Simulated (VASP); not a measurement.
A VASP calculation is set up with these files.

**POSCAR**
```
GeSe
1
   -0.0000000000     3.0010712149     3.0010712149
    3.0010712149    -0.0000000000     3.0010712149
    3.0010712149     3.0010712149     0.0000000000
Ge Se
1 1
Direct
  0.0000000000   0.0000000000   0.0000000000
  0.2500000000   0.2500000000   0.2500000000
```

INCAR:
```
# general
SYSTEM   =  GeSe
PREC     =  Accurate
ENCUT    =  500
LREAL    =  .False.
LASPH    =  .True.

# electronic loop
EDIFF    =  1E-6
NELM     =  100
ALGO     =  Normal
LMAXMIX  =  4

# smearing
ISMEAR   =  1
SIGMA    =  0.1

# functional
GGA      =  PS

# ions
IBRION   =  2
NSW      =  40
ISIF     =  3
EDIFFG   =  -0.02
PSTRESS  =  50

# output
LWAVE    =  .False.
LCHARG   =  .False.
```

**KPOINTS**
```
Regular mesh
0
gamma
 11 11 11
```

POTCAR, in this order: Ge_d Se (PBE.64 set). Program: vasp_std.

Write an equivalent input for Quantum ESPRESSO's pw.x.

One equivalent input (not run):
```
&CONTROL
  calculation = 'vc-relax'
  pseudo_dir = './pseudo'
  outdir = './out'
  tprnfor = .true.
  tstress = .true.
  nstep = 40
  forc_conv_thr = 0.00078
/
&SYSTEM
  ibrav = 0
  nat = 2
  ntyp = 2
  ecutwfc = 86
  occupations = 'smearing'
  smearing = 'methfessel-paxton'
  degauss = 0.00735
  input_dft = 'pbesol'
/
&ELECTRONS
  conv_thr = 7.3e-08
  electron_maxstep = 100
/
&IONS
/
&CELL
  press = 50
/
ATOMIC_SPECIES
  Ge 72.630 Ge.upf
  Se 78.971 Se.upf
CELL_PARAMETERS angstrom
    -0.0000000    3.0010712    3.0010712
     3.0010712   -0.0000000    3.0010712
     3.0010712    3.0010712    0.0000000
ATOMIC_POSITIONS crystal
  Ge   0.0000000  0.0000000  0.0000000
  Se   0.2500000  0.2500000  0.2500000
K_POINTS automatic
  11 11 11 0 0 0
```
Limits of the translation: the potentials are each code's own (VASP's PAW set, PseudoDojo norm-conserving files in pw.x), so ENCUT and ecutwfc are chosen apart and not converted; conv_thr bounds pw.x's estimated SCF error, while EDIFF bounds the energy change between steps; forc_conv_thr acts on force components and is met together with etot_conv_thr.

The structure was generated: GeSe was put into the zinc blende type (F-43m), which need not be its known phase. This run relaxes it under an external pressure of 5 GPa. Symmetry was kept, so distortions that lower it aren't found.
